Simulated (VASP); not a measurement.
Method: PBE GGA, VASP's PBE PAW potentials (set 64) (plane waves; VASP 6.6.1).

A VASP calculation is set up with these files.

POSCAR:
```
Ho
1
    3.5144440000     0.0000000000     0.0000000000
   -1.7572220000     3.0435980000     0.0000000000
    0.0000000000     0.0000000000    11.3077480000
Ho
4
Direct
  0.0000000000   0.0000000000   0.0000000000
  0.0000000000   0.0000000000   0.5000000000
  0.3333330000   0.6666670000   0.2500000000
  0.6666670000   0.3333330000   0.7500000000
```

### INCAR
```
SYSTEM = Ho
PREC = Accurate
ENCUT = 300
EDIFF = 1E-6
NELM = 100
ALGO = Normal
LREAL = .FALSE.
LASPH = .TRUE.
ISMEAR = 0
SIGMA = 0.272
GGA = PE
LMAXMIX = 6
LWAVE = .FALSE.
LCHARG = .FALSE.
ISIF = 2
ISPIN = 2
MAGMOM = 4.0 4.0 4.0 4.0
LORBIT = 11
```

File KPOINTS:
```
K-points
0
G
5 5 2
0 0 0
```

POTCAR, in this order: Ho (PBE.64 set). Program: vasp_std.

The run wrote:

### OUTCAR
```
 ion  position               nearest neighbor table
   1  0.000  0.000  0.000-   3 3.48   4 3.48   4 3.48   3 3.48   4 3.48   3 3.48
   2  0.000  0.000  0.500-   3 3.48   4 3.48   4 3.48   3 3.48   4 3.48   3 3.48
   3  0.333  0.667  0.250-   1 3.48   2 3.48   1 3.48   2 3.48   1 3.48   2 3.48
   4  0.667  0.333  0.750-   1 3.48   2 3.48   1 3.48   2 3.48   1 3.48   2 3.48
  LATTYP: Found a hexagonal cell.
 ALAT       =     3.5144440000
 C/A-ratio  =     3.2175069513
 Subroutine PRICEL returns:
 Original cell was already a primitive cell.
 Subroutine GETGRP returns: Found 24 space group operations
The static configuration has the point symmetry D_3d.
 The point group associated with its full space group is D_6h.
The dynamic configuration has the point symmetry D_3d.
The overall configuration has the point symmetry D_3d.
 Subroutine INISYM returns: Found 24 space group operations
 Subroutine IBZKPT returns following result:
 Found     10 irreducible k-points:

 Following reciprocal coordinates:
            Coordinates               Weight
  0.000000  0.000000  0.000000      1.000000
  0.200000 -0.000000  0.000000      6.000000
  0.400000  0.000000  0.000000      6.000000
  0.200000  0.200000  0.000000      6.000000
  0.400000  0.200000  0.000000      6.000000
  0.000000  0.000000  0.500000      1.000000
  0.200000 -0.000000  0.500000      6.000000
  0.400000  0.000000  0.500000      6.000000
  0.200000  0.200000  0.500000      6.000000
  0.400000  0.200000  0.500000      6.000000
   k-points           NKPTS =     10   k-points in BZ     NKDIM =     10   number of bands    NBANDS=     58
   number of dos      NEDOS =    301   number of ions     NIONS =      4
   total plane-waves  NPLWV =  25600
   dimension x,y,z NGX =    20 NGY =   20 NGZ =   64
   dimension x,y,z NGXF=    40 NGYF=   40 NGZF=  128
   ions per type =               4
   PREC   = accura    normal or accurate (medium, high low for compatibility)
   ISTART =      0    job   : 0-new  1-cont  2-samecut
   ICHARG =      2    charge: 1-file 2-atom 10-const
   ISPIN  =      2    spin polarized calculation?
   LNONCOLLINEAR =      F non collinear calculations
   LSORBIT =      F    spin-orbit coupling
   INIWAV =      1    electr: 0-lowe 1-rand  2-diag
   ENCUT  =  300.0 eV  22.05 Ry    4.70 a.u.   4.96  4.96 15.97*2*pi/ulx,y,z
   NELM   =    100;   NELMIN=  2; NELMDL= -5     # of ELM steps
   EDIFF  = 0.1E-05   stopping-criterion for ELM
   LREAL  =      F    real-space projection
   NLSPLINE    = F    spline interpolate recip. space projectors
   LMAXMIX     =    6 max onsite mixed and CHGCAR
   VOSKOWN=      0    Vosko Wilk Nusair interpolation
   EDIFFG = 0.1E-04   stopping-criterion for IOM
   NSW    =      0    number of steps for IOM
   NBLOCK =      1;   KBLOCK =      1    inner block; outer block
   IBRION =     -1    ionic relax: 0-MD 1-quasi-New 2-CG
   NFREE  =      0    steps in history (QN), initial steepest desc. (CG)
   ISIF   =      2    stress and relaxation
   ISYM   =      2    0-nonsym 1-usesym 2-fastsym
   TEIN   =    0.0    initial temperature
   TEBEG  =    0.0;   TEEND  =   0.0 temperature during run
   SMASS  =  -3.00    Nose mass-parameter (am)
   PSTRESS=    0.0 pullay stress
   NELECT =      84.0000    total number of electrons
   EFERMI =   0.00;   METHOD = LEGACY
   ISMEAR =     0;   SIGMA  =   0.27  broadening in eV -4-tet -1-fermi 0-gaus
   IALGO  =     38    algorithm
   LDIAG  =      T    sub-space diagonalisation (order eigenvalues)
   IMIX   =      4    mixing-type and parameters
     AMIX     =   0.40;   BMIX     =  1.00
     AMIX_MAG =   1.60;   BMIX_MAG =  1.00
     AMIN     =   0.10
   GGA     = PE    functional components
   VOSKOWN =     0    Vosko Wilk Nusair interpolation
   LHFCALC =     F    Hartree Fock is set to
   LHFONE  =     F    Hartree Fock one center treatment
...
```

OSZICAR:
```
...
DAV:  12    -0.251308141090E+02    0.44341E+01   -0.12986E+00  4128   0.836E+00    0.644E+01
DAV:  13    -0.252698517195E+02   -0.13904E+00   -0.60133E-01  3630   0.304E+00    0.662E+01
DAV:  14    -0.253449913683E+02   -0.75140E-01   -0.64759E-02  4112   0.891E-01    0.679E+01
DAV:  15    -0.259419520746E+02   -0.59696E+00   -0.15814E-01  2670   0.481E+00    0.747E+01
DAV:  16    -0.244567428080E+02    0.14852E+01   -0.31597E-01  3236   0.559E+00    0.434E+01
DAV:  17    -0.266514413354E+02   -0.21947E+01   -0.49967E+00  2946   0.256E+01    0.682E+01
DAV:  18    -0.256488759857E+02    0.10026E+01   -0.96383E-01  2978   0.907E+00    0.562E+01
DAV:  19    -0.248632071485E+02    0.78567E+00   -0.53111E+00  3208   0.137E+01    0.462E+01
DAV:  20    -0.247268990142E+02    0.13631E+00   -0.26495E+00  3098   0.102E+01    0.268E+01
DAV:  21    -0.249511732267E+02   -0.22427E+00   -0.78106E-01  3358   0.106E+01    0.120E+01
DAV:  22    -0.253121705311E+02   -0.36100E+00   -0.17078E-01  3402   0.416E+00    0.114E+01
DAV:  23    -0.253554458973E+02   -0.43275E-01   -0.48118E-02  3888   0.180E+00    0.111E+01
DAV:  24    -0.253248156987E+02    0.30630E-01   -0.18381E-02  4000   0.102E+00    0.111E+01
DAV:  25    -0.252865149663E+02    0.38301E-01   -0.73015E-03  3824   0.605E-01    0.111E+01
DAV:  26    -0.252867010940E+02   -0.18613E-03   -0.19871E-03  3838   0.228E-01    0.112E+01
DAV:  27    -0.252809192253E+02    0.57819E-02   -0.20857E-04  4120   0.883E-02    0.112E+01
DAV:  28    -0.251239568466E+02    0.15696E+00   -0.10027E-02  3348   0.114E+00    0.108E+01
DAV:  29    -0.249663915515E+02    0.15757E+00   -0.11061E-01  3076   0.231E+00    0.127E+01
DAV:  30    -0.249970871561E+02   -0.30696E-01   -0.17601E-02  3344   0.952E-01    0.132E+01
DAV:  31    -0.250285576279E+02   -0.31470E-01   -0.38409E-03  3266   0.396E-01    0.134E+01
DAV:  32    -0.250252820448E+02    0.32756E-02   -0.11697E-02  3530   0.605E-01    0.131E+01
DAV:  33    -0.250844259708E+02   -0.59144E-01   -0.25958E-02  3296   0.942E-01    0.128E+01
DAV:  34    -0.251981361702E+02   -0.11371E+00   -0.14552E-02  3320   0.135E+00    0.127E+01
DAV:  35    -0.253019824887E+02   -0.10385E+00   -0.36644E-02  3692   0.217E+00    0.126E+01
DAV:  36    -0.254488801866E+02   -0.14690E+00   -0.11658E-01  3668   0.169E+00    0.123E+01
DAV:  37    -0.254844149186E+02   -0.35535E-01   -0.45046E-02  3412   0.105E+00    0.122E+01
DAV:  38    -0.253614942502E+02    0.12292E+00   -0.19236E-02  3480   0.152E+00    0.120E+01
DAV:  39    -0.254225004877E+02   -0.61006E-01   -0.59186E-03  3598   0.105E+00    0.121E+01
DAV:  40    -0.254509771882E+02   -0.28477E-01   -0.13847E-01  3518   0.335E+00    0.120E+01
DAV:  41    -0.255502305828E+02   -0.99253E-01   -0.26786E+00  3400   0.409E+00    0.119E+01
DAV:  42    -0.257788517786E+02   -0.22862E+00   -0.13997E-01  3272   0.288E+00    0.110E+01
DAV:  43    -0.257927499394E+02   -0.13898E-01   -0.27311E-02  3454   0.136E+00    0.104E+01
DAV:  44    -0.258225479381E+02   -0.29798E-01   -0.94349E-03  3796   0.135E+00    0.104E+01
DAV:  45    -0.258252555324E+02   -0.27076E-02   -0.26873E-02  3550   0.262E+00    0.105E+01
DAV:  46    -0.256791676056E+02    0.14609E+00   -0.14550E-02  3550   0.237E+00    0.104E+01
DAV:  47    -0.258518002519E+02   -0.17263E+00   -0.44783E-02  3314   0.358E+00    0.102E+01
DAV:  48    -0.257508716028E+02    0.10093E+00   -0.65189E-02  3344   0.297E+00    0.916E+00
DAV:  49    -0.256042543728E+02    0.14662E+00   -0.28394E-02  3552   0.265E+00    0.682E+00
DAV:  50    -0.257072298852E+02   -0.10298E+00   -0.21335E-02  3422   0.134E+00    0.669E+00
DAV:  51    -0.258461670754E+02   -0.13894E+00   -0.99197E-02  3488   0.234E+00    0.840E+00
DAV:  52    -0.258065704335E+02    0.39597E-01   -0.14776E-02  3300   0.185E+00    0.752E+00
DAV:  53    -0.258086703906E+02   -0.21000E-02   -0.42594E-03  3684   0.935E-01    0.749E+00
DAV:  54    -0.258262387007E+02   -0.17568E-01   -0.32400E-03  3822   0.673E-01    0.733E+00
DAV:  55    -0.258251450478E+02    0.10937E-02   -0.36560E-03  3408   0.995E-01    0.700E+00
DAV:  56    -0.254648035139E+02    0.36034E+00   -0.75057E-02  3320   0.589E+00    0.483E+00
DAV:  57    -0.257534889004E+02   -0.28869E+00   -0.36092E-02  3460   0.368E+00    0.273E+00
DAV:  58    -0.257949872133E+02   -0.41498E-01   -0.11098E-02  3844   0.887E-01    0.219E+00
DAV:  59    -0.258214755619E+02   -0.26488E-01   -0.46896E-03  3612   0.748E-01    0.219E+00
DAV:  60    -0.258259942706E+02   -0.45187E-02   -0.20008E-03  3966   0.398E-01    0.203E+00
DAV:  61    -0.257918545016E+02    0.34140E-01   -0.78636E-03  3492   0.204E+00    0.323E+00
DAV:  62    -0.258249369827E+02   -0.33082E-01   -0.62114E-03  3198   0.142E+00    0.326E+00
DAV:  63    -0.258259258574E+02   -0.98887E-03   -0.15593E-02  3220   0.118E+00    0.262E+00
DAV:  64    -0.258344614546E+02   -0.85356E-02   -0.27977E-03  3352   0.543E-01    0.249E+00
DAV:  65    -0.258379349134E+02   -0.34735E-02   -0.80894E-04  3610   0.440E-01    0.268E+00
DAV:  66    -0.258347898798E+02    0.31450E-02   -0.39885E-03  3680   0.110E+00    0.170E+00
DAV:  67    -0.258392450457E+02   -0.44552E-02   -0.28758E-03  3574   0.117E+00    0.810E-01
DAV:  68    -0.258436886983E+02   -0.44437E-02   -0.13896E-03  3842   0.442E-01    0.678E-01
DAV:  69    -0.258436990651E+02   -0.10367E-04   -0.41252E-04  4008   0.146E-01    0.669E-01
DAV:  70    -0.258434823287E+02    0.21674E-03   -0.15654E-04  3840   0.515E-02    0.663E-01
DAV:  71    -0.258422501339E+02    0.12322E-02   -0.10672E-03  3492   0.563E-01    0.473E-01
DAV:  72    -0.258422316399E+02    0.18494E-04   -0.96376E-05  3248   0.726E-02    0.474E-01
DAV:  73    -0.258420555799E+02    0.17606E-03   -0.13765E-05  3612   0.223E-02    0.477E-01
DAV:  74    -0.258422881919E+02   -0.23261E-03   -0.76284E-06  2622   0.681E-02    0.494E-01
DAV:  75    -0.258421869415E+02    0.10125E-03   -0.49299E-06  2296   0.489E-02    0.508E-01
DAV:  76    -0.258427977116E+02   -0.61077E-03   -0.10244E-03  3546   0.727E-01    0.863E-01
DAV:  77    -0.258430554715E+02   -0.25776E-03   -0.19520E-04  3620   0.101E-01    0.938E-01
DAV:  78    -0.258432490002E+02   -0.19353E-03   -0.36866E-05  4064   0.693E-02    0.977E-01
DAV:  79    -0.258431514046E+02    0.97596E-04   -0.26910E-05  3400   0.299E-02    0.980E-01
DAV:  80    -0.258456793804E+02   -0.25280E-02   -0.63783E-04  3344   0.379E-01    0.591E-01
DAV:  81    -0.258479607587E+02   -0.22814E-02   -0.67442E-04  3558   0.366E-01    0.501E-01
DAV:  82    -0.258481291037E+02   -0.16834E-03   -0.77215E-04  3422   0.476E-01    0.569E-01
DAV:  83    -0.258481993822E+02   -0.70279E-04   -0.26945E-04  3886   0.205E-01    0.584E-01
DAV:  84    -0.258480372689E+02    0.16211E-03   -0.90073E-05  3666   0.149E-01    0.505E-01
DAV:  85    -0.258477922758E+02    0.24499E-03   -0.16957E-04  3620   0.201E-01    0.363E-01
DAV:  86    -0.258482047578E+02   -0.41248E-03   -0.79092E-05  3716   0.181E-01    0.310E-01
DAV:  87    -0.258478985250E+02    0.30623E-03   -0.67512E-05  3756   0.128E-01    0.314E-01
DAV:  88    -0.258479131299E+02   -0.14605E-04   -0.33728E-05  3270   0.113E-01    0.275E-01
DAV:  89    -0.258481116865E+02   -0.19856E-03   -0.63793E-05  3648   0.116E-01    0.259E-01
DAV:  90    -0.258481927443E+02   -0.81058E-04   -0.39752E-05  3992   0.598E-02    0.270E-01
DAV:  91    -0.258482421348E+02   -0.49391E-04   -0.59456E-06  2150   0.342E-02    0.262E-01
DAV:  92    -0.258483068452E+02   -0.64710E-04   -0.57281E-06  1814   0.384E-02    0.251E-01
DAV:  93    -0.258481267105E+02    0.18013E-03   -0.10093E-05  2500   0.621E-02    0.261E-01
DAV:  94    -0.258483147864E+02   -0.18808E-03   -0.10681E-05  1834   0.639E-02    0.248E-01
DAV:  95    -0.258484246566E+02   -0.10987E-03   -0.11331E-05  1792   0.564E-02    0.241E-01
DAV:  96    -0.258488192081E+02   -0.39455E-03   -0.87206E-05  3426   0.184E-01    0.267E-01
DAV:  97    -0.258490079858E+02   -0.18878E-03   -0.48680E-05  2882   0.104E-01    0.290E-01
DAV:  98    -0.258484037270E+02    0.60426E-03   -0.86991E-05  3208   0.154E-01    0.290E-01
DAV:  99    -0.258487276249E+02   -0.32390E-03   -0.15279E-05  2374   0.658E-02    0.293E-01
DAV: 100    -0.258498285132E+02   -0.11009E-02   -0.62717E-04  3268   0.419E-01
   1 F= -.25849829E+02 E0= -.25526731E+02  d E =-.646194E+00  mag=    14.7267
```

**OUTCAR**
```
------------------------ aborting loop EDIFF was not reached (unconverged)  ----------------------------
  FORCE on cell =-STRESS in cart. coord.  units (eV):
  Direction    XX          YY          ZZ          XY          YZ          ZX
  --------------------------------------------------------------------------------------
  Total        2.1588656      2.1588659      2.3583851      0.0000000      0.0000000      0.0000000
  in kB       28.5967149     28.5967190     31.2395862      0.0000000      0.0000000      0.0000000
  external PRESSURE =      29.4776733 kB  Pullay stress =       0.0000000 kB
  volume of cell :      120.95
      direct lattice vectors                 reciprocal lattice vectors
     3.514444000  0.000000000  0.000000000     0.284540030  0.164279251  0.000000000
    -1.757222000  3.043598000  0.000000000     0.000000000  0.328558502  0.000000000
     0.000000000  0.000000000 11.307748000     0.000000000  0.000000000  0.088434939
 POSITION                                       TOTAL-FORCE (eV/Angst)
 -----------------------------------------------------------------------------------
      0.00000      0.00000      0.00000        -0.000000     -0.000000      0.000000
      0.00000      0.00000      5.65387        -0.000000     -0.000000      0.000000
     -0.00000      2.02907      2.82694         0.000000     -0.000000     -0.000000
      1.75722      1.01453      8.48081        -0.000000      0.000000     -0.000000
 -----------------------------------------------------------------------------------
    total drift:                                0.000000     -0.000000      0.000000
  FREE ENERGIE OF THE ION-ELECTRON SYSTEM (eV)
  ---------------------------------------------------
  free  energy   TOTEN  =       -25.8498285132 eV

  energy  without entropy=      -25.2036343612  energy(sigma->0) =      -25.52673144

 total charge

# of ion       s       p       d       f       tot
--------------------------------------------------
    1        2.124   5.691   0.457  10.287  18.559
    2        2.124   5.691   0.457  10.287  18.559
    3        2.125   5.692   0.445  10.296  18.558
    4        2.125   5.692   0.445  10.296  18.558
--------------------------------------------------
tot          8.500  22.765   1.804  41.166  74.235

 magnetization (x)

# of ion       s       p       d       f       tot
--------------------------------------------------
    1        0.005  -0.019   0.057   3.516   3.558
    2        0.005  -0.019   0.057   3.516   3.558
    3        0.005  -0.017   0.055   3.492   3.534
    4        0.005  -0.017   0.055   3.492   3.534
--------------------------------------------------
tot          0.020  -0.073   0.223  14.015  14.185
```
(Selected blocks of OUTCAR.)

**stdout**
```
...
DAV:  81    -0.258479607587E+02   -0.22814E-02   -0.67442E-04  3558   0.366E-01    0.501E-01
DAV:  82    -0.258481291037E+02   -0.16834E-03   -0.77215E-04  3422   0.476E-01    0.569E-01
DAV:  83    -0.258481993822E+02   -0.70279E-04   -0.26945E-04  3886   0.205E-01    0.584E-01
DAV:  84    -0.258480372689E+02    0.16211E-03   -0.90073E-05  3666   0.149E-01    0.505E-01
DAV:  85    -0.258477922758E+02    0.24499E-03   -0.16957E-04  3620   0.201E-01    0.363E-01
DAV:  86    -0.258482047578E+02   -0.41248E-03   -0.79092E-05  3716   0.181E-01    0.310E-01
DAV:  87    -0.258478985250E+02    0.30623E-03   -0.67512E-05  3756   0.128E-01    0.314E-01
DAV:  88    -0.258479131299E+02   -0.14605E-04   -0.33728E-05  3270   0.113E-01    0.275E-01
DAV:  89    -0.258481116865E+02   -0.19856E-03   -0.63793E-05  3648   0.116E-01    0.259E-01
DAV:  90    -0.258481927443E+02   -0.81058E-04   -0.39752E-05  3992   0.598E-02    0.270E-01
DAV:  91    -0.258482421348E+02   -0.49391E-04   -0.59456E-06  2150   0.342E-02    0.262E-01
DAV:  92    -0.258483068452E+02   -0.64710E-04   -0.57281E-06  1814   0.384E-02    0.251E-01
DAV:  93    -0.258481267105E+02    0.18013E-03   -0.10093E-05  2500   0.621E-02    0.261E-01
DAV:  94    -0.258483147864E+02   -0.18808E-03   -0.10681E-05  1834   0.639E-02    0.248E-01
DAV:  95    -0.258484246566E+02   -0.10987E-03   -0.11331E-05  1792   0.564E-02    0.241E-01
DAV:  96    -0.258488192081E+02   -0.39455E-03   -0.87206E-05  3426   0.184E-01    0.267E-01
DAV:  97    -0.258490079858E+02   -0.18878E-03   -0.48680E-05  2882   0.104E-01    0.290E-01
DAV:  98    -0.258484037270E+02    0.60426E-03   -0.86991E-05  3208   0.154E-01    0.290E-01
DAV:  99    -0.258487276249E+02   -0.32390E-03   -0.15279E-05  2374   0.658E-02    0.293E-01
DAV: 100    -0.258498285132E+02   -0.11009E-02   -0.62717E-04  3268   0.419E-01

 -----------------------------------------------------------------------------
|                                                                             |
|           W    W    AA    RRRRR   N    N  II  N    N   GGGG   !!!           |
|           W    W   A  A   R    R  NN   N  II  NN   N  G    G  !!!           |
|           W    W  A    A  R    R  N N  N  II  N N  N  G       !!!           |
|           W WW W  AAAAAA  RRRRR   N  N N  II  N  N N  G  GGG   !            |
|           WW  WW  A    A  R   R   N   NN  II  N   NN  G    G                |
|           W    W  A    A  R    R  N    N  II  N    N   GGGG   !!!           |
|                                                                             |
|     The electronic self-consistency was not achieved in the given           |
|     number of steps (NELM). The forces and other quantities evaluated       |
|     might not be reliable so examine the results carefully. If you find     |
|     spurious results, we suggest increasing NELM, if you were close to      |
|     convergence or switching to a different ALGO or adjusting the           |
|     density mixing parameters otherwise.                                    |
|                                                                             |
 -----------------------------------------------------------------------------

   1 F= -.25849829E+02 E0= -.25526731E+02  d E =-.646194E+00  mag=    14.7267
```

The run did not converge; its last values are not results.

At this cut-off the stress carries a Pulay error, which pulls relaxed volumes low.

The structure was generated: Ho was put into an ordered model structure, which need not be its known phase. The cell was not relaxed at this level. The k-mesh is coarse (spacing up to 0.41 per Å, 2π included), so the numbers may not be converged in it. The run is one of a series of settings (KPOINTS 5×5×2 Γ-centred mesh against the base run), some of them coarse on purpose.
